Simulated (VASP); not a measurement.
Crystal: In3As.

```
In As
1.0
     4.67168    0.00000    0.00000
     0.00000    4.67168    0.00000
     0.00000    0.00000    4.67168
In As
3 1
Direct
  0.50000 0.50000 0.00000
  0.50000 0.00000 0.50000
  0.00000 0.50000 0.50000
  0.00000 0.00000 0.00000
```

The cell comes from a database or a generator and needn't be the stable form of this composition.

```yaml
Program: VASP 6.6.1
Task: single point
Functional: PBEsol
Potentials_or_basis: VASP PAW PBE potentials, release 64 (In_d, As)
Cutoff: 520 eV
k_mesh: 6 × 6 × 6
Occupations: fermi-dirac, width 0.05 eV
Spin: no spin polarisation
```

On this cell: pressure -2.4 GPa; largest force zero by symmetry; band gap on the k mesh none (metal or under the smearing width).

The same run follows on a disturbed copy (atoms moved at random, drawn with an rms of 0.05 Å):

```
In As
1.0
     4.67168    0.00000    0.00000
     0.00000    4.67168    0.00000
     0.00000    0.00000    4.67168
In As
3 1
Direct
  0.50287 0.49799 0.99110
  0.49374 0.98827 0.49555
  0.99021 0.49748 0.51025
  0.99893 0.00834 0.99706
```

Task: What changes?

Result: The energy (extrapolated to zero smearing) moves by +1.2 meV/atom; pressure -2.3 GPa; largest force 0.178 eV/Å; band gap on the k mesh none (metal or under the smearing width).

Forces on the atoms (eV/Å):
```
In  -0.068 -0.072  0.148
In  -0.050  0.064 -0.069
In   0.084 -0.070 -0.093
As   0.033  0.078  0.014
```

Stress tensor (GPa, compression positive):
```
-2.33 -0.03 -0.05
-0.03 -2.38 -0.04
-0.05 -0.04 -2.33
```

Caveats: the PAW data sets were made with another functional, which shifts forces and pressure a little.
